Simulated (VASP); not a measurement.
**SnSe: cell size against the level of theory**

Aim: relax SnSe with several functionals and dispersion schemes, and compare the cells. The levels: LDA, PBE, r2SCAN, PBE + D3(BJ), r2SCAN + rVV10, PBE + TS, PBE + D4 and RPBE. The start is a computed cell from the Materials Project.

Main program and level: VASP 6.6.1; LDA; plane waves and PAW (Sn_d, Se), in the first sound run; inputs show where later runs differ.

## (1) Starting point

Before any relaxation, the start is as follows. The structure is orthorhombic, space group Pnma (No. 62). Conventional cell: a = 11.664 Å, b = 4.126 Å, c = 4.701 Å, α = 90.00°, β = 90.00°, γ = 90.00°. Nearest to Sn lie 3 Se at 2.77 Å. Se has 3 Sn at 2.77 Å nearest. Farther neighbours and most contacts between anions are not listed.

Coordinates:

```cif
data_structure
_symmetry_space_group_name_H-M 'Pnma'
_symmetry_Int_Tables_number 62
_cell_length_a 11.6645
_cell_length_b 4.1263
_cell_length_c 4.7009
_cell_angle_alpha 90.000
_cell_angle_beta 90.000
_cell_angle_gamma 90.000
_cell_volume 226.26
loop_
_atom_site_label
_atom_site_type_symbol
_atom_site_symmetry_multiplicity
_atom_site_Wyckoff_symbol
_atom_site_fract_x
_atom_site_fract_y
_atom_site_fract_z
_atom_site_occupancy
Sn1 Sn 4 c 0.61879 0.75000 0.37655 1
Se1 Se 4 c 0.14855 0.25000 0.50918 1
```

## (2) Relaxation with LDA

The start need not lie at this functional's minimum. ISIF = 3 frees volume, shape and positions, and EDIFFG sets the threshold on forces and stress at which the search stops. LDA, the lowest rung, knows the local density alone.

Contents of INCAR:

```
SYSTEM = SnSe
PREC = Accurate
ENCUT = 520
EDIFF = 1E-06
NELM = 100
ISMEAR = -1
SIGMA = 0.05
LREAL = .FALSE.
ALGO = Normal
GGA = CA
NBANDS = 49
LORBIT = 11
LWAVE = .FALSE.
LCHARG = .FALSE.
KPAR = 4
NCORE = 2
IBRION = 2
NSW = 60
ISIF = 3
EDIFFG = -0.01
```

Contents of POSCAR:

```
SnSe
1.0
   11.6644585000      0.0000000000      0.0000000000
    0.0000000000      4.1262509500      0.0000000000
    0.0000000000      0.0000000000      4.7009074500
Sn Se
4 4
Direct
    0.6187868500      0.7500000000      0.3765543000
    0.8812131500      0.2500000000      0.8765543000
    0.3812131500      0.2500000000      0.6234457000
    0.1187868500      0.7500000000      0.1234457000
    0.1485530300      0.2500000000      0.5091818000
    0.6485530300      0.2500000000      0.9908182000
    0.3514469700      0.7500000000      0.0091818000
    0.8514469700      0.7500000000      0.4908182000
```

Contents of KPOINTS:

```
Automatic mesh
0
Gamma
2 6 5
0 0 0
```

Potentials, in the order of the species: Sn_d and Se (PBE family, release 64).

Started as:

```bash
$ mpirun -np 8 vasp_std
```

Numbers of over 12 decimals in the logs are rounded to 6 here.

Log:

```text
[banner, memory and clock lines left out]
running    8 mpi-ranks, on    1 nodes
 distrk:  each k-point on    2 cores,    4 groups
 distr:  one band on    2 cores,    1 groups

 POSCAR found type information on POSCAR SnSe
 POSCAR found :  2 types and       8 ions
|                                                                             |
|               ----> ADVICE to this user running VASP <----                  |
|                                                                             |
|     You enforced a specific xc type in the INCAR file but a different       |
|     [... a line on the potential file left out ...]
|     I HOPE YOU KNOW WHAT YOU ARE DOING!                                     |
|                                                                             |

 LDA part: xc-table for (Slater(with rela. corr.)+CA(PZ))
 , standard interpolation
 POSCAR, INCAR and KPOINTS ok, starting setup
 FFT: planning ... GRIDC
 FFT: planning ... GRID_SOFT
 FFT: planning ... GRID
 WAVECAR not read
 entering main loop
       N       E                     dE             d eps       ncg     rms          rms(c)
DAV:   1     0.865135096033E+03    0.86514E+03   -0.36702E+04  2521   0.205E+03
DAV:   2     0.113745785357E+03   -0.75139E+03   -0.72793E+03  2360   0.595E+02
DAV:   3    -0.284666175981E+02   -0.14221E+03   -0.13584E+03  2813   0.206E+02
DAV:   4    -0.384235595193E+02   -0.99569E+01   -0.98063E+01  2779   0.549E+01
DAV:   5    -0.387821147642E+02   -0.35856E+00   -0.35761E+00  2804   0.111E+01    0.611E+00
DAV:   6    -0.379631725937E+02    0.81894E+00   -0.15690E+00  3273   0.727E+00    0.371E+00
DAV:   7    -0.379336144928E+02    0.29558E-01   -0.55377E-01  3085   0.292E+00    0.140E+00
DAV:   8    -0.379248489685E+02    0.87655E-02   -0.49857E-02  3146   0.139E+00    0.342E-01
DAV:   9    -0.379242812637E+02    0.56770E-03   -0.72988E-03  2933   0.527E-01    0.957E-02
DAV:  10    -0.379242906257E+02   -0.93620E-05   -0.74860E-04  3120   0.164E-01    0.477E-02
DAV:  11    -0.379243078449E+02   -0.17219E-04   -0.15286E-04  3291   0.701E-02    0.163E-02
DAV:  12    -0.379242976306E+02    0.10214E-04   -0.42014E-05  3161   0.424E-02    0.503E-03
DAV:  13    -0.379242979352E+02   -0.30461E-06   -0.40351E-06  2195   0.979E-03
   1 F= -.37924298E+02 E0= -.37924274E+02  d E =-.379243E+02
 curvature:   0.00 expect dE= 0.000E+00 dE for cont linesearch  0.000E+00
 trial: gam= 0.00000 g(F)=  0.550E-03 g(S)=  0.280E+00 ort = 0.000E+00 (trialstep = 0.100E+01)
 search vector abs. value=  0.280E+00
 bond charge predicted
       N       E                     dE             d eps       ncg     rms          rms(c)
DAV:   1    -0.416689147185E+02   -0.37446E+01   -0.77479E+01  3082   0.786E+01    0.108E+01
DAV:   2    -0.386776701026E+02    0.29912E+01   -0.64912E+00  2989   0.255E+01    0.444E+00
DAV:   3    -0.380663476586E+02    0.61132E+00   -0.20295E+00  3058   0.129E+01    0.104E+00
DAV:   4    -0.380370368053E+02    0.29311E-01   -0.91297E-02  2463   0.184E+00    0.384E-01
DAV:   5    -0.380324330527E+02    0.46038E-02   -0.11271E-02  3401   0.561E-01    0.155E-01
DAV:   6    -0.380319714625E+02    0.46159E-03   -0.12510E-03  2989   0.310E-01    0.589E-02
DAV:   7    -0.380318905623E+02    0.80900E-04   -0.12856E-04  3095   0.867E-02    0.165E-02
DAV:   8    -0.380318870523E+02    0.35101E-05   -0.34476E-05  3363   0.260E-02    0.409E-03
DAV:   9    -0.380318871645E+02   -0.11221E-06   -0.22653E-06  1897   0.764E-03
   2 F= -.38031887E+02 E0= -.38031846E+02  d E =-.107589E+00
[... from here on, the cycles between the ionic steps are left out ...]
   3 F= -.38039861E+02 E0= -.38039825E+02  d E =-.115563E+00
   4 F= -.38087724E+02 E0= -.38087658E+02  d E =-.478626E-01
   5 F= -.38167780E+02 E0= -.38167478E+02  d E =-.127919E+00
   6 F= -.38171008E+02 E0= -.38170591E+02  d E =-.131147E+00
   7 F= -.38175301E+02 E0= -.38174987E+02  d E =-.429327E-02
   8 F= -.38180131E+02 E0= -.38179785E+02  d E =-.912321E-02
   9 F= -.38187781E+02 E0= -.38187550E+02  d E =-.764962E-02
  10 F= -.38189012E+02 E0= -.38188826E+02  d E =-.888040E-02
  11 F= -.38190295E+02 E0= -.38190076E+02  d E =-.128358E-02
  12 F= -.38191250E+02 E0= -.38190893E+02  d E =-.223802E-02
  13 F= -.38191368E+02 E0= -.38191053E+02  d E =-.235660E-02
  14 F= -.38191948E+02 E0= -.38191621E+02  d E =-.579145E-03
  15 F= -.38193022E+02 E0= -.38192658E+02  d E =-.165314E-02
  16 F= -.38192337E+02 E0= -.38191892E+02  d E =-.968879E-03
  17 F= -.38193204E+02 E0= -.38192817E+02  d E =-.183583E-02
  18 F= -.38193550E+02 E0= -.38193169E+02  d E =-.345352E-03
  19 F= -.38193611E+02 E0= -.38193236E+02  d E =-.406636E-03
  20 F= -.38193615E+02 E0= -.38193239E+02  d E =-.410686E-03
  21 F= -.38193708E+02 E0= -.38193334E+02  d E =-.935437E-04
  22 F= -.38193952E+02 E0= -.38193580E+02  d E =-.336866E-03
  23 F= -.38194271E+02 E0= -.38193904E+02  d E =-.656023E-03
  24 F= -.38194257E+02 E0= -.38193896E+02  d E =-.641840E-03
  25 F= -.38194379E+02 E0= -.38194015E+02  d E =-.763996E-03
  26 F= -.38194544E+02 E0= -.38194187E+02  d E =-.165489E-03
  27 F= -.38194590E+02 E0= -.38194237E+02  d E =-.211159E-03
  28 F= -.38194768E+02 E0= -.38194395E+02  d E =-.177457E-03
  29 F= -.38194847E+02 E0= -.38194455E+02  d E =-.256543E-03
  30 F= -.38194797E+02 E0= -.38194364E+02  d E =-.206751E-03
  31 F= -.38194864E+02 E0= -.38194460E+02  d E =-.273955E-03
  32 F= -.38194980E+02 E0= -.38194573E+02  d E =-.115970E-03
  33 F= -.38195012E+02 E0= -.38194603E+02  d E =-.147880E-03
  34 F= -.38195106E+02 E0= -.38194703E+02  d E =-.942227E-04
 ZBRENT: can't locate minimum, use default step
 trial-energy change:   -0.000094  1 .order   -0.000089   -0.000100   -0.000079
 step:   2.4118(harm=  2.8317)  dis= 0.00680  next Energy=   -38.195247 (dE=-0.235E-03)
 bond charge predicted
       N       E                     dE             d eps       ncg     rms          rms(c)
DAV:   1    -0.381931441638E+02    0.19618E-02   -0.61563E-01  2551   0.330E+00    0.200E-01
DAV:   2    -0.381954114201E+02   -0.22673E-02   -0.24766E-02  3303   0.991E-01    0.917E-02
DAV:   3    -0.381953189343E+02    0.92486E-04   -0.35300E-04  2983   0.132E-01    0.659E-02
DAV:   4    -0.381952498909E+02    0.69043E-04   -0.16461E-04  3133   0.125E-01    0.168E-02
DAV:   5    -0.381952516110E+02   -0.17202E-05   -0.45430E-05  2587   0.458E-02    0.602E-03
DAV:   6    -0.381952516247E+02   -0.13659E-07   -0.14927E-06  1388   0.901E-03
  35 F= -.38195252E+02 E0= -.38194865E+02  d E =-.239680E-03
 curvature: -11.48 expect dE=-0.703E-03 dE for cont linesearch -0.829E-06
 trial: gam= 0.35171 g(F)=  0.166E-04 g(S)=  0.446E-04 ort = 0.100E-04 (trialstep = 0.965E+00)
 search vector abs. value=  0.241E-03
 reached required accuracy - stopping structural energy minimisation
```

Elapsed: 4.4 min, on 8 MPI ranks of Intel Xeon 6975P-C (Granite Rapids), shared host; peak memory 2.2 GiB.

The logs omit lines about the potential files and the build; timing stands in the text.

From OUTCAR (step 2):

```text
ion  position               nearest neighbor table
   1  0.619  0.750  0.377-   8 2.77   6 2.77   6 2.77   3 3.64   3 3.64
   2  0.881  0.250  0.877-   6 2.77   8 2.77   8 2.77   4 3.64   4 3.64
   3  0.381  0.250  0.623-   5 2.77   7 2.77   7 2.77   1 3.64   1 3.64
   4  0.119  0.750  0.123-   7 2.77   5 2.77   5 2.77   2 3.64   2 3.64
   5  0.149  0.250  0.509-   3 2.77   4 2.77   4 2.77
   6  0.649  0.250  0.991-   2 2.77   1 2.77   1 2.77
   7  0.351  0.750  0.009-   4 2.77   3 2.77   3 2.77
   8  0.851  0.750  0.491-   1 2.77   2 2.77   2 2.77

  LATTYP: Found a simple orthorhombic cell.
 ALAT       =     4.1262509500
 B/A-ratio  =     1.1392684320
 C/A-ratio  =     2.8268902307

 Subroutine GETGRP returns: Found  8 space group operations
 (whereof  2 operations were pure point group operations)

The static configuration has the point symmetry S_2 .
 The point group associated with its full space group is D_2h.

 Found     24 irreducible k-points:

   k-points           NKPTS =     24   k-points in BZ     NKDIM =     24   number of bands    NBANDS=     49

   dimension x,y,z NGX =    90 NGY =   32 NGZ =   36
   dimension x,y,z NGXF=   180 NGYF=   64 NGZF=   72

   ENCUT  =  520.0 eV  38.22 Ry    6.18 a.u.  21.69  7.67  8.74*2*pi/ulx,y,z

   NELECT =      80.0000    total number of electrons

 k-points in reciprocal lattice and weights: Automatic mesh
   0.00000000  0.00000000  0.00000000       0.017
   0.50000000  0.00000000  0.00000000       0.017
   0.00000000  0.16666667  0.00000000       0.033
   0.50000000  0.16666667  0.00000000       0.033
   0.00000000  0.33333333  0.00000000       0.033
   0.50000000  0.33333333  0.00000000       0.033
   0.00000000  0.50000000  0.00000000       0.017
   0.50000000  0.50000000  0.00000000       0.017
   0.00000000  0.00000000  0.20000000       0.033
[...]
0.00000000  0.50000000  0.40000000       0.033
   0.50000000  0.50000000  0.40000000       0.033

 average (electrostatic) potential at core
       1-100.7109       2-100.7109       3-100.7109       4-100.7109       5 -52.0405
       6 -52.0405       7 -52.0405       8 -52.0405

 E-fermi :   5.9792

 k-point     1 :       0.0000    0.0000    0.0000
  band No.  band energies     occupation
    ...
     36       3.8008      2.00000
     37       4.1015      2.00000
     38       4.4563      2.00000
     39       5.0156      2.00000
     40       5.2010      2.00000
     41       6.1961      0.02578
     42       8.6701      0.00000
     43       8.7676      0.00000
     44       8.8024      0.00000
     45       9.0566      0.00000
    ...

 k-point     2 :       0.5000    0.0000    0.0000
  band No.  band energies     occupation
    ...
     36       3.4660      2.00000
     37       3.7860      2.00000
     38       3.7860      2.00000
     39       5.1779      2.00000
     40       5.1779      2.00000
     41       8.2879      0.00000
     42       8.2879      0.00000
     43       8.4193      0.00000
     44       8.4193      0.00000
     45       9.5563      0.00000
    ...

 k-point     3 :       0.0000    0.1667    0.0000
  band No.  band energies     occupation
    ...
     36       3.9007      2.00000
     37       4.1323      2.00000
     38       4.9724      2.00000
     39       5.0477      2.00000
     40       5.0486      2.00000
     41       6.4304      0.00024
     42       7.5990      0.00000
     43       8.5926      0.00000
     44       8.8583      0.00000
     45       8.8736      0.00000
    ...

  Total        0.0542041      0.0396892     -0.0536743      0.0000000      0.0000000      0.0000000
  in kB        0.4290737      0.3141755     -0.4248798      0.0000000      0.0000000      0.0000000
  external PRESSURE =       0.1061231 kB  Pullay stress =       0.0000000 kB

  energy-cutoff  :      520.00
  volume of cell :      202.40
      direct lattice vectors                 reciprocal lattice vectors
    11.345789092  0.000000000  0.000000000     0.088138427  0.000000000  0.000000000
     0.000000000  4.108719923  0.000000000     0.000000000  0.243384806  0.000000000
     0.000000000 -0.000000000  4.341795116     0.000000000 -0.000000000  0.230319482

 POSITION                                       TOTAL-FORCE (eV/Angst)
 -----------------------------------------------------------------------------------
      6.99424      3.08154      1.74928        -0.008444     -0.000000      0.000206
     10.02444      1.02718      3.92017         0.008444     -0.000000      0.000206
      4.35155      1.02718      2.59252         0.008444      0.000000     -0.000206
      1.32135      3.08154      0.42162        -0.008444      0.000000     -0.000206
      1.62683      1.02718      2.27040        -0.003368      0.000000     -0.001864
      7.29973      1.02718      4.24229        -0.003368     -0.000000      0.001864
      4.04606      3.08154      0.09950         0.003368      0.000000     -0.001864
      9.71896      3.08154      2.07139         0.003368     -0.000000      0.001864
 -----------------------------------------------------------------------------------
    total drift:                               -0.000000      0.000000     -0.000000

  FREE ENERGIE OF THE ION-ELECTRON SYSTEM (eV)
  ---------------------------------------------------
  free  energy   TOTEN  =       -38.1952516247 eV

  energy  without entropy=      -38.1944790668  energy(sigma->0) =      -38.19486535

 reached required accuracy - stopping structural energy minimisation

 total charge
# of ion       s       p       d       tot
------------------------------------------
    1        1.335   0.786  10.010  12.131
    2        1.335   0.786  10.010  12.131
    3        1.335   0.786  10.010  12.131
    4        1.335   0.786  10.010  12.131
    5        1.480   2.317   0.028   3.825
    6        1.480   2.317   0.028   3.825
    7        1.480   2.317   0.028   3.825
    8        1.480   2.317   0.028   3.825
--------------------------------------------------
tot         11.261  12.412  40.152  63.825

[... 3 further parts left out ...]
```

The gap is read on the k-mesh alone, so it is an upper bound where the band edges lie off the mesh. The PAW data sets were made with PBE, though LDA sets exist; this is a small mismatch. After so large a change of volume the plane waves of the start cell no longer fit, so the final stress carries a basis-set error. The run keeps the 8 symmetry operations of its start, so it cannot find a distortion of lower symmetry.

Step by step (22 of 35):

| step | energy less that of the first step (eV) | largest force (eV/Å) | pressure (GPa) | volume (Å³) |
| --- | --- | --- | --- | --- |
| 1 | 0.0000 | 0.0497 | -2.78 | 226.26 |
| 3 | -0.1156 | 0.3974 | 0.05 | 213.64 |
| 4 | -0.1634 | 0.3185 | 0.08 | 211.03 |
| 6 | -0.2467 | 0.0457 | 0.64 | 201.19 |
| 7 | -0.2510 | 0.1482 | -0.86 | 205.36 |
| 9 | -0.2635 | 0.0507 | -0.11 | 203.11 |
| 11 | -0.2660 | 0.0479 | 0.02 | 202.63 |
| 12 | -0.2670 | 0.0527 | 0.17 | 202.12 |
| 14 | -0.2676 | 0.0451 | 0.09 | 202.37 |
| 16 | -0.2680 | 0.0398 | -0.29 | 203.47 |
| 17 | -0.2689 | 0.0247 | -0.13 | 202.97 |
| 19 | -0.2693 | 0.0269 | 0.02 | 202.51 |
| 20 | -0.2693 | 0.0247 | 0.01 | 202.55 |
| 22 | -0.2697 | 0.0173 | 0.02 | 202.50 |
| 24 | -0.2700 | 0.0220 | 0.05 | 202.29 |
| 25 | -0.2701 | 0.0177 | 0.01 | 202.37 |
| 27 | -0.2703 | 0.0128 | -0.02 | 202.49 |
| 29 | -0.2705 | 0.0111 | 0.02 | 202.29 |
| 30 | -0.2705 | 0.0117 | 0.08 | 202.09 |
| 32 | -0.2707 | 0.0127 | -0.01 | 202.40 |
| 33 | -0.2707 | 0.0141 | -0.05 | 202.52 |
| 35 | -0.2710 | 0.0084 | 0.01 | 202.40 |

| conventional cell, symmetrised | before | after | change |
| --- | --- | --- | --- |
| a (Å) | 11.664 | 11.346 | -2.7 % |
| b (Å) | 4.126 | 4.109 | -0.4 % |
| c (Å) | 4.701 | 4.342 | -7.6 % |
| volume (Å³/atom) | 28.28 | 25.30 | -10.5 % |

The atoms that moved most (Å, as changes of fractional coordinates times the final cell):

| atom | dx | dy | dz | length |
| --- | --- | --- | --- | --- |
| Sn2 | 0.026 | 0.000 | 0.114 | 0.117 |
| Sn3 | 0.026 | 0.000 | -0.114 | 0.117 |
| Sn1 | -0.026 | 0.000 | 0.114 | 0.117 |
| Sn4 | -0.026 | 0.000 | -0.114 | 0.117 |
| Se7 | 0.059 | 0.000 | 0.060 | 0.084 |
| Se5 | -0.059 | 0.000 | 0.060 | 0.084 |
| Se6 | -0.059 | 0.000 | -0.060 | 0.084 |
| Se8 | 0.059 | 0.000 | -0.060 | 0.084 |

The relaxed structure:

```xyz
8
Lattice="11.3458 0.0000 0.0000 0.0000 4.1087 0.0000 0.0000 0.0000 4.3418" Properties=species:S:1:pos:R:3 pbc="T T T"
Sn    6.9942    3.0815    1.7493
Sn   10.0244    1.0272    3.9202
Sn    4.3515    1.0272    2.5925
Sn    1.3213    3.0815    0.4216
Se    1.6268    1.0272    2.2704
Se    7.2997    1.0272    4.2423
Se    4.0461    3.0815    0.0995
Se    9.7190    3.0815    2.0714
```

Numbers from this step:

| Quantity | Value |
| --- | --- |
| electrons | 80 |
| bands | 49 |
| irreducible k-points | 24 |
| symmetry operations | 8 |
| free energy (TOTEN) | -38.20 eV |
| energy at zero smearing | -38.19 eV |
| Fermi energy | 5.979 eV |
| pressure | 0.01061 GPa |
| metallic | no |
| valence top at k | 0, 0, 0.4 |
| conduction bottom at k | 0, 0.3333, 0 |
| least direct gap at k | 0, 0.3333, 0 |
| SCF cycles over all ionic steps | 234 |
| gap on the k-mesh | 0.4205 eV |
| least direct gap on the k-mesh | 0.5617 eV |

It ends with a largest force of 0.008 eV/Å and a pressure of 0.01 GPa. The conventional cell has a = 11.346, b = 4.109 and c = 4.342 Å.

(Part 1 of 4 ends here.)

[Lines on the potential files, build, host, timing and source positions are cut from VASP's logs without a mark.]

[Logs are printed without paths, hosts, clocks, repeated set-up lines and the standing remarks that a program may print on its own settings, such as how far it seeks lower states.]

[Hosts, paths, dates, database ids (printed as entryN), source tags and the programs' standing remarks are cut or masked in the printed files.]

[Measured values are set beside computed ones only where the two were judged alike; some that the calculation misses by far are left out.]

[In band tables of VASP the shares of atoms and orbitals are scaled to a sum of 1 inside the atoms' spheres.]
